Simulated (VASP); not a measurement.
# TiO2 (Anatase): what each functional gives, and what it costs, part 4 of 5

Which functional reproduces the measured band gap of TiO2 (Anatase), and what does it cost? The start is a cell from a database of measured crystal structures.

VASP 6.6.1, plane waves and PAW; the level of theory is named at each step.

So far, least gap on mesh and path (eV): step 2 (bands, level LDA) 1.98; step 3 (bands, level PBEsol) 2.05; step 4 (bands, level PBE) 2.09; step 5 (bands, level r2SCAN) 2.52; step 6 (bands, level TB-mBJ) 3.13.

**7. Bands with TPSS**

This step: TPSS; plane waves and PAW (Ti_sv, O) (VASP 6.6.1).

TPSS is an older meta-GGA.

File INCAR:

```
SYSTEM = TiO2
PREC = Accurate
ENCUT = 520
EDIFF = 1E-06
NELM = 100
ISMEAR = 0
SIGMA = 0.02
LREAL = .FALSE.
ALGO = Normal
METAGGA = TPSS
LASPH = .TRUE.
NBANDS = 40
LORBIT = 11
LWAVE = .FALSE.
LCHARG = .FALSE.
KPAR = 8
```

File POSCAR:

```
TiO2
1.0
   -1.8921000000      1.8921000000      4.7573000000
    1.8921000000     -1.8921000000      4.7573000000
    1.8921000000      1.8921000000     -4.7573000000
Ti O
2 4
Direct
    0.0000000000      0.0000000000      0.0000000000
    0.7500000000      0.2500000000      0.5000000000
    0.2081000000      0.2081000000      0.0000000000
    0.9581000000      0.4581000000      0.5000000000
    0.5419000000      0.0419000000      0.5000000000
    0.7919000000      0.7919000000      0.0000000000
```

File KPOINTS:

```
Automatic mesh
0
Gamma
5 5 5
0 0 0
```

File KPOINTS_OPT:

```
Line mode
16
Line-mode
Reciprocal
  0.00000000   0.00000000   0.00000000 GAMMA
  0.00000000   0.00000000   0.50000000 X

  0.00000000   0.00000000   0.50000000 X
 -0.07909283   0.07909283   0.50000000 Y

 -0.07909283   0.07909283   0.50000000 Y
 -0.28954641   0.28954641   0.28954641 S

 -0.28954641   0.28954641   0.28954641 S
  0.00000000   0.00000000   0.00000000 GAMMA

  0.00000000   0.00000000   0.00000000 GAMMA
  0.50000000   0.50000000  -0.50000000 Z

  0.50000000   0.50000000  -0.50000000 Z
  0.28954641   0.71045359  -0.28954641 S1

  0.28954641   0.71045359  -0.28954641 S1
  0.00000000   0.50000000   0.00000000 N

  0.00000000   0.50000000   0.00000000 N
  0.25000000   0.25000000   0.25000000 P

  0.25000000   0.25000000   0.25000000 P
  0.50000000   0.50000000  -0.07909283 Y1

  0.50000000   0.50000000  -0.07909283 Y1
  0.50000000   0.50000000  -0.50000000 Z

  0.00000000   0.00000000   0.50000000 X
  0.25000000   0.25000000   0.25000000 P
```

The projector-augmented-wave data sets are Ti_sv and O (PBE family, release 64).

On the command line:

```bash
> mpirun -np 8 vasp_std
```

Log:

```text
[... set-up lines as in an earlier step ...]
 entering main loop
       N       E                     dE             d eps       ncg     rms          rms(c)
DAV:   1     0.636156366384E+03    0.63616E+03   -0.25427E+04  2360   0.239E+03
DAV:   2     0.230570295941E+02   -0.61310E+03   -0.56027E+03  2248   0.549E+02
DAV:   3    -0.605229317654E+02   -0.83580E+02   -0.80174E+02  2480   0.225E+02
DAV:   4    -0.707444165292E+02   -0.10221E+02   -0.10049E+02  2688   0.748E+01
[...]
DAV:  27    -0.769700402284E+02    0.27362E-05   -0.36964E-07  1016   0.473E-03    0.155E-02
DAV:  28    -0.769700382706E+02    0.19578E-05   -0.18551E-06  1544   0.712E-03    0.739E-03
DAV:  29    -0.769700384326E+02   -0.16207E-06   -0.81463E-07  1288   0.337E-03
   1 F= -.76970038E+02 E0= -.76970038E+02  d E =-.825885E-16
 Start KPOINTS_OPT (optional k-point list driver)
k-point batch [1-18\176]
       N       E                     dE             ncg
DAV:   1     0.447673694017E+02   -0.19388E+05     1440
DAV:   2    -0.105251066683E+05   -0.10570E+05     1520
DAV:   3    -0.118559340704E+05   -0.13308E+04     1880
DAV:   4    -0.119451413597E+05   -0.89207E+02     2144
DAV:   5    -0.119481297015E+05   -0.29883E+01     1696
DAV:   6    -0.119482150324E+05   -0.85331E-01     1960
DAV:   7    -0.119482161368E+05   -0.11045E-02     1688
DAV:   8    -0.119482161634E+05   -0.26570E-04     1640
DAV:   9    -0.119482161636E+05   -0.18484E-06     1064
[...]
k-point batch [163-176\176]
       N       E                     dE             ncg
DAV:   1     0.521864611920E+04   -0.26065E+05     1120
DAV:   2    -0.299816999874E+04   -0.82168E+04     1152
DAV:   3    -0.405927928723E+04   -0.10611E+04     1528
DAV:   4    -0.412560876820E+04   -0.66329E+02     1576
DAV:   5    -0.412768477373E+04   -0.20760E+01     1384
DAV:   6    -0.412771264002E+04   -0.27866E-01     1544
DAV:   7    -0.412771298784E+04   -0.34783E-03     1408
DAV:   8    -0.412771299523E+04   -0.73876E-05     1136
DAV:   9    -0.412771299531E+04   -0.83106E-07      840
```

The job ended after 4.5 min (8 MPI ranks of Intel Xeon Platinum 8559C (Emerald Rapids), shared host; peak memory 2.8 GiB; 36 min of CPU time).

OUTCAR, selected parts (step 7):

```text
  Total        2.3328020      2.3328020      2.6268037      0.0000000      0.0000000      0.0000000
  in kB       54.8630252     54.8630252     61.7773811      0.0000000      0.0000000      0.0000000
  external PRESSURE =      57.1678105 kB  Pullay stress =       0.0000000 kB

 POSITION                                       TOTAL-FORCE (eV/Angst)
 -----------------------------------------------------------------------------------
      0.00000      0.00000      0.00000         0.000000      0.000000      0.000000
      0.00000      1.89210      2.37865         0.000000      0.000000      0.000000
      0.00000      0.00000      1.97999        -0.000000      0.000000      0.123804
      0.00000      1.89210      4.35864         0.000000     -0.000000      0.123804
      0.00000      1.89210      0.39866         0.000000     -0.000000     -0.123804
      0.00000      0.00000      7.53461        -0.000000      0.000000     -0.123804
 -----------------------------------------------------------------------------------
    total drift:                                0.000000      0.000000      0.000000

  FREE ENERGIE OF THE ION-ELECTRON SYSTEM (eV)
  ---------------------------------------------------
  free  energy   TOTEN  =       -76.9700384326 eV

  energy  without entropy=      -76.9700384326  energy(sigma->0) =      -76.97003843

[... 2 parts as in an earlier step ...]

[... 1 further part left out ...]
[key lines of the parts left out:]
E-fermi :   3.4161
```

At this level the cell is under a pressure of 5.7 GPa, so at these settings it is away from equilibrium.

Electronic bands along the path, in eV, zero at the valence-band top; v1 is the highest filled band, c1 the lowest empty one:

| point | v4 | v3 | v2 | v1 | c1 | c2 | c3 | c4 |
| --- | --- | --- | --- | --- | --- | --- | --- | --- |
| Γ | -0.78 | -0.78 | -0.48 | -0.48 | 2.19 | 2.95 | 4.09 | 4.09 |
| 0.47 of the way | -1.84 | -1.06 | -0.62 | -0.27 | 3.07 | 3.22 | 3.60 | 3.78 |
| X | -2.10 | -2.10 | -0.05 | -0.05 | 3.46 | 3.46 | 3.93 | 3.93 |
| 0.53 of the way | -2.05 | -2.05 | -0.06 | -0.06 | 3.45 | 3.45 | 3.92 | 3.92 |
| Y | -1.94 | -1.94 | -0.09 | -0.09 | 3.43 | 3.43 | 3.88 | 3.88 |
| 0.47 of the way | -1.98 | -1.13 | -0.48 | -0.37 | 3.26 | 3.29 | 3.73 | 3.85 |
| S | -1.22 | -0.96 | -0.92 | -0.85 | 3.30 | 3.58 | 3.68 | 3.73 |
| 0.47 of the way | -1.56 | -0.96 | -0.86 | -0.63 | 3.24 | 3.46 | 3.48 | 3.74 |
| Γ | -0.78 | -0.78 | -0.48 | -0.48 | 2.19 | 2.95 | 4.09 | 4.09 |
| 0.53 of the way | -1.12 | -1.12 | -0.23 | -0.23 | 2.31 | 2.82 | 3.92 | 3.92 |
| Z | -1.30 | -1.30 | -0.14 | -0.14 | 2.56 | 2.56 | 3.88 | 3.88 |
| 0.53 of the way | -1.34 | -0.71 | -0.65 | -0.61 | 2.85 | 3.37 | 3.48 | 3.65 |
| S1 | -1.22 | -0.96 | -0.92 | -0.85 | 3.30 | 3.58 | 3.68 | 3.73 |
| 0.47 of the way | -1.50 | -0.98 | -0.87 | -0.78 | 3.34 | 3.60 | 3.69 | 3.77 |
| N | -2.00 | -0.97 | -0.87 | -0.67 | 3.33 | 3.65 | 3.67 | 3.78 |
| 0.47 of the way | -1.93 | -1.02 | -0.62 | -0.39 | 3.23 | 3.37 | 3.79 | 3.83 |
| P | -1.63 | -1.63 | -0.25 | -0.25 | 3.68 | 3.68 | 3.73 | 3.73 |
| 0.47 of the way | -1.91 | -1.70 | -0.19 | -0.13 | 3.51 | 3.55 | 3.82 | 3.88 |
| Y1 | -1.94 | -1.94 | -0.09 | -0.09 | 3.43 | 3.43 | 3.88 | 3.88 |
| 0.47 of the way | -1.17 | -1.17 | -0.50 | -0.50 | 3.17 | 3.17 | 3.65 | 3.65 |
| Z | -1.30 | -1.30 | -0.14 | -0.14 | 2.56 | 2.56 | 3.88 | 3.88 |
| jump to X | -2.10 | -2.10 | -0.05 | -0.05 | 3.46 | 3.46 | 3.93 | 3.93 |
| 0.47 of the way | -1.87 | -1.87 | -0.13 | -0.13 | 3.52 | 3.52 | 3.88 | 3.88 |
| P | -1.63 | -1.63 | -0.25 | -0.25 | 3.68 | 3.68 | 3.73 | 3.73 |

Of the projections kept (Ti, O), the largest for each band there; the rest of the weight can lie on other orbitals:

| point | v4 | v3 | v2 | v1 | c1 | c2 | c3 | c4 |
| --- | --- | --- | --- | --- | --- | --- | --- | --- |
| Γ | O 0.81 | O 0.81 | O 1.00 | O 1.00 | Ti 1.00 | Ti 1.00 | Ti 0.85 | Ti 0.85 |
| X | O 0.75 | O 0.75 | O 0.96 | O 0.96 | Ti 0.95 | Ti 0.95 | Ti 0.82 | Ti 0.82 |
| Y | O 0.76 | O 0.76 | O 0.96 | O 0.96 | Ti 0.95 | Ti 0.95 | Ti 0.83 | Ti 0.83 |
| S | O 0.91 | O 0.90 | O 0.96 | O 0.84 | Ti 0.90 | Ti 0.97 | Ti 0.85 | Ti 0.94 |
| Γ | O 0.81 | O 0.81 | O 1.00 | O 1.00 | Ti 1.00 | Ti 1.00 | Ti 0.85 | Ti 0.85 |
| Z | O 0.85 | O 0.85 | O 0.97 | O 0.97 | Ti 1.00 | Ti 1.00 | Ti 0.96 | Ti 0.96 |

The gap is 2.19 eV, indirect. Against LDA that is +0.21 eV; this run took 3.9 times the core time. The gap lies -1.07 eV from the measured 3.26 eV.

**8. Starting orbitals for the hybrid**

This step: PBE; plane waves and PAW (Ti_sv, O) (VASP 6.6.1).

A hybrid converges badly from random orbitals, so a cheap semilocal run writes a WAVECAR on the same mesh first.

File INCAR:

```
SYSTEM = TiO2
PREC = Accurate
ENCUT = 520
EDIFF = 1E-05
NELM = 100
ISMEAR = 0
SIGMA = 0.02
LREAL = .FALSE.
ALGO = Normal
GGA = PE
NBANDS = 30
LASPH = .TRUE.
LORBIT = 11
LWAVE = .TRUE.
LCHARG = .FALSE.
KPAR = 8
```

POSCAR is that of step 7.

KPOINTS is that of step 7.

On the command line:

```bash
> mpirun -np 8 vasp_std
```

Log:

```text
[... set-up lines as in an earlier step ...]
 entering main loop
       N       E                     dE             d eps       ncg     rms          rms(c)
DAV:   1     0.674011624813E+03    0.67401E+03   -0.24766E+04  1080   0.187E+03
DAV:   2     0.390741065381E+02   -0.63494E+03   -0.60340E+03  1180   0.547E+02
DAV:   3    -0.660266482312E+02   -0.10510E+03   -0.10396E+03  1590   0.207E+02
DAV:   4    -0.708303419309E+02   -0.48037E+01   -0.47988E+01  1582   0.447E+01
DAV:   5    -0.710137277696E+02   -0.18339E+00   -0.18335E+00  1462   0.682E+00    0.323E+01
DAV:   6    -0.542505639881E+02    0.16763E+02   -0.10408E+02  1400   0.977E+01    0.116E+01
DAV:   7    -0.539774954662E+02    0.27307E+00   -0.15054E+01  1370   0.320E+01    0.856E+00
DAV:   8    -0.538963891724E+02    0.81106E-01   -0.27661E+00  1302   0.167E+01    0.327E+00
DAV:   9    -0.538231189235E+02    0.73270E-01   -0.61328E-01  1482   0.689E+00    0.110E+00
DAV:  10    -0.538287324984E+02   -0.56136E-02   -0.87650E-02  1260   0.246E+00    0.489E-01
DAV:  11    -0.538246739137E+02    0.40586E-02   -0.26917E-02  1422   0.103E+00    0.981E-02
DAV:  12    -0.538247538220E+02   -0.79908E-04   -0.22395E-03  1190   0.477E-01    0.939E-02
DAV:  13    -0.538246884011E+02    0.65421E-04   -0.23295E-04  1276   0.168E-01    0.256E-02
DAV:  14    -0.538246952131E+02   -0.68120E-05   -0.76390E-05  1536   0.794E-02
   1 F= -.53824695E+02 E0= -.53824695E+02  d E =-.312918E-85
 writing wavefunctions
```

Run time: 13 s. Hardware: 8 MPI ranks; peak memory 2.3 GiB.

OUTCAR, selected parts (step 8):

```text
   k-points           NKPTS =     18   k-points in BZ     NKDIM =     18   number of bands    NBANDS=     30

   NELECT =      48.0000    total number of electrons

 E-fermi :   3.6665

 k-point     1 :       0.0000    0.0000    0.0000
  band No.  band energies     occupation
    ...
     20       2.6298      2.00000
     21       2.6406      2.00000
     22       2.6406      2.00000
     23       2.9291      2.00000
     24       2.9291      2.00000
     25       5.5053      0.00000
     26       6.2452      0.00000
     27       7.3843      0.00000
     28       7.3843      0.00000
     29       7.4108      0.00000
    ...

  Total        2.3244879      2.3244879      2.9117689      0.0000000      0.0000000      0.0000000
  in kB       54.6674956     54.6674956     68.4792170      0.0000000      0.0000000      0.0000000
  external PRESSURE =      59.2714027 kB  Pullay stress =       0.0000000 kB

 POSITION                                       TOTAL-FORCE (eV/Angst)
 -----------------------------------------------------------------------------------
      0.00000      0.00000      0.00000         0.000000      0.000000     -0.000000
      0.00000      1.89210      2.37865         0.000000      0.000000     -0.000000
      0.00000      0.00000      1.97999        -0.000000      0.000000      0.120886
      0.00000      1.89210      4.35864         0.000000     -0.000000      0.120886
      0.00000      1.89210      0.39866         0.000000     -0.000000     -0.120886
      0.00000      0.00000      7.53461        -0.000000      0.000000     -0.120886
 -----------------------------------------------------------------------------------
    total drift:                                0.000000      0.000000      0.000000

  FREE ENERGIE OF THE ION-ELECTRON SYSTEM (eV)
  ---------------------------------------------------
  free  energy   TOTEN  =       -53.8246952131 eV

  energy  without entropy=      -53.8246952131  energy(sigma->0) =      -53.82469521

[... 8 parts as in an earlier step ...]

[... 8 further parts left out ...]
```

The gap is read on the k-mesh alone, so it is an upper bound where the band edges lie off the mesh.

Numbers from this step:

* SCF cycles: 14
* bands: 30
* free energy (TOTEN): -53.8247 eV
* Fermi energy: 3.667 eV
* pressure: 5.927 GPa
* valence top at k: -0.4, 0.4, 0
* least direct gap at k: -0.2, -0.2, 0.2
* gap on the k-mesh: 2.114 eV
* least direct gap on the k-mesh: 2.456 eV

Force by atom:

| atom | x (eV/Å) | y (eV/Å) | z (eV/Å) | size |
| --- | --- | --- | --- | --- |
| Ti1 | 0.000 | 0.000 | 0.000 | 0.000 |
| Ti2 | 0.000 | 0.000 | 0.000 | 0.000 |
| O3 | 0.000 | 0.000 | 0.121 | 0.121 |
| O4 | 0.000 | 0.000 | 0.121 | 0.121 |
| O5 | 0.000 | 0.000 | -0.121 | 0.121 |
| O6 | 0.000 | 0.000 | -0.121 | 0.121 |

**9. Bands with HSE06**

This step: HSE06; plane waves and PAW (Ti_sv, O) (VASP 6.6.1).

HSE06 mixes in a quarter of exact exchange at short range, at far higher cost; in semiconductors this cures much of the gap error, while metals seldom gain.

File INCAR:

```
SYSTEM = TiO2
PREC = Accurate
ENCUT = 520
EDIFF = 1E-06
NELM = 100
ISMEAR = 0
SIGMA = 0.02
LREAL = .FALSE.
ALGO = Normal
LHFCALC = .TRUE.
AEXX = 0.25
GGA = PE
HFSCREEN = 0.2
LASPH = .TRUE.
NBANDS = 30
PRECFOCK = Fast
LORBIT = 11
LWAVE = .FALSE.
LCHARG = .FALSE.
KPAR = 8
```

POSCAR is that of step 8.

KPOINTS is that of step 8.

Changes to KPOINTS_OPT since step 7:

```diff
@@ -1,3 +1,3 @@
 Line mode
-16
+6
 Line-mode
```

The run starts from files that an earlier step left in the folder.

On the command line:

```bash
> mpirun -np 8 vasp_std
```

Log:

```text
[banner, memory and clock lines left out]
running    8 mpi-ranks, on    1 nodes
[...]
[... a notice as in an earlier step ...]

 LDA part: xc-table for (Slater+PW92), standard interpolation
 found WAVECAR, reading the header
 POSCAR, INCAR and KPOINTS ok, starting setup
[...]
reading WAVECAR
 the WAVECAR file was read successfully
 initial charge from wavefunction
 entering main loop
       N       E                     dE             d eps       ncg     rms          rms(c)
DAV:   1    -0.668176928711E+02   -0.66818E+02   -0.29408E+00  1080   0.160E+01    0.447E+00
DAV:   2    -0.665633982761E+02    0.25429E+00   -0.73032E-01  1280   0.116E+01    0.146E+00
DAV:   3    -0.665881847782E+02   -0.24787E-01   -0.22107E-01  1522   0.383E+00    0.105E+00
DAV:   4    -0.665793491172E+02    0.88357E-02   -0.39366E-02  1354   0.193E+00    0.458E-01
[...]
DAV:  11    -0.665806811251E+02   -0.30746E-05   -0.25053E-06  1134   0.110E-02    0.121E-02
DAV:  12    -0.665806826400E+02   -0.15149E-05   -0.49803E-07   594   0.743E-03    0.756E-03
DAV:  13    -0.665806833981E+02   -0.75806E-06   -0.34200E-07   564   0.532E-03
   1 F= -.66580683E+02 E0= -.66580683E+02  d E =-.152055E-53
 Start KPOINTS_OPT (optional k-point list driver)
k-point batch [1-18\66]
       N       E                     dE             ncg
DAV:   1     0.614743805134E+02   -0.26256E+05     1080
DAV:   2    -0.114642897715E+05   -0.11526E+05     1140
DAV:   3    -0.134035007959E+05   -0.19392E+04     1600
DAV:   4    -0.137425601054E+05   -0.33906E+03     1688
[...]
DAV:   9    -0.137635514589E+05   -0.35803E-04     1020
DAV:  10    -0.137635514607E+05   -0.17113E-05      764
DAV:  11    -0.137635514608E+05   -0.16965E-06      756
[...]
k-point batch [55-66\66]
       N       E                     dE             ncg
DAV:   1     0.106443434142E+05   -0.18702E+05      720
DAV:   2     0.300716495306E+04   -0.76372E+04      762
DAV:   3     0.172599991261E+04   -0.12812E+04     1054
```

It took 81 min on 8 MPI ranks.

The run was cut off at its time limit.

More ranks or a longer limit would be the way on.

(Part 4 of 5 ends here.)

[Lines on the potential files, build, host, timing and source positions are cut from VASP's logs without a mark.]

[Logs are printed without paths, hosts, clocks, repeated set-up lines and the standing remarks that a program may print on its own settings, such as how far it seeks lower states.]

[Hosts, paths, dates, database ids (printed as entryN), source tags and the programs' standing remarks are cut or masked in the printed files.]

[A measured line is paired with the nearest computed mode of its activity, which favours agreement.]
